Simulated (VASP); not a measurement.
Write the native input for VASP 6.6.1 that does the following.

```
Task                   : relaxation of cell and atoms
Functional             : PBE
Potentials or basis    : VASP PAW PBE potentials, release 64 (Ga_d, B, Sb)
Cutoff                 : 520 eV
k mesh                 : 7 × 7 × 2
Occupations            : gaussian, width 0.15 eV
Spin                   : no spin polarisation
Further INCAR settings : PREC = Normal; LREAL = Auto; ALGO = Fast; EDIFF = 1e-05; ISYM = 0; IBRION = 2; EDIFFG = -0.03; NSW = 110; ISIF = 3
```

The structure of Ga3BSb2 lies in POSCAR:

```
Ga3BSb2
1.0
    7.6403984200     -0.0676193900      0.0398833500
   -1.9393796700      3.2568068000     -0.0325582500
    0.0572037100     -0.0748166600     10.6829601400
Ga B Sb
6 2 4
Direct
    0.0099464300      0.0141951300      0.6590723400
    0.4901205100      0.9834779700      0.6570052800
    0.3009366300      0.3053985300      0.8319220800
    0.8075438700      0.3153552700      0.8410847400
    0.9830850500      0.9869890500      0.3062211600
    0.4713416700      0.9386156800      0.3184173700
    0.0225378100      0.0453498100      0.1087106600
    0.4873270900      0.0071971100      0.1384870600
    0.1656941100      0.6510313500      0.0327153700
    0.6835320500      0.7064338500      0.0501880100
    0.1497611700      0.6630565500      0.4850976500
    0.6676944900      0.6762697500      0.4532403500
```

The cell was built by a generator and needn't be a form met in nature.

One way to write it, as run:

INCAR

```
SYSTEM = Ga3BSb2
PREC = Normal
ENCUT = 520
EDIFF = 1E-5
ISMEAR = 0
SIGMA = 0.15
LREAL = Auto
LASPH = .True.
NELM = 80
ALGO = Fast
ISIF = 3
LWAVE = .False.
LCHARG = .False.
GGA = PE
IBRION = 2
NSW = 110
EDIFFG = -0.03
ISYM = 0
KPAR = 8
```

KPOINTS

```
Automatic mesh
0
Gamma
  7 7 2
  0 0 0
```

Potentials or basis: VASP PAW PBE potentials, release 64 (Ga_d, B, Sb).

Command:

```sh
$ cat potpaw_PBE.64/Ga_d/POTCAR potpaw_PBE.64/B/POTCAR potpaw_PBE.64/Sb/POTCAR > POTCAR
$ mpirun -np 8 vasp_std > vasp.out
```

It gave:

The relaxed volume is 21.98 Å³/atom. The relaxed cell is a = 7.539 Å, b = 3.767 Å, c = 10.724 Å, α = 89.86°, β = 88.65°, γ = 119.95°. The space group after relaxing (to 0.05 Å) is P1 (No. 1), the energy gained by relaxing is 68.0 meV/atom and the ionic steps are 28. The pressure after relaxing is 0.1 GPa, the largest force after relaxing is 0.022 eV/Å and the band gap on the k mesh is none (metal or under the smearing width).

It took 12 min on 8 MPI ranks on AMD EPYC 9R45 96-Core Processor (Zen 5), with other jobs on the host, peak memory 0.64 GiB a rank.
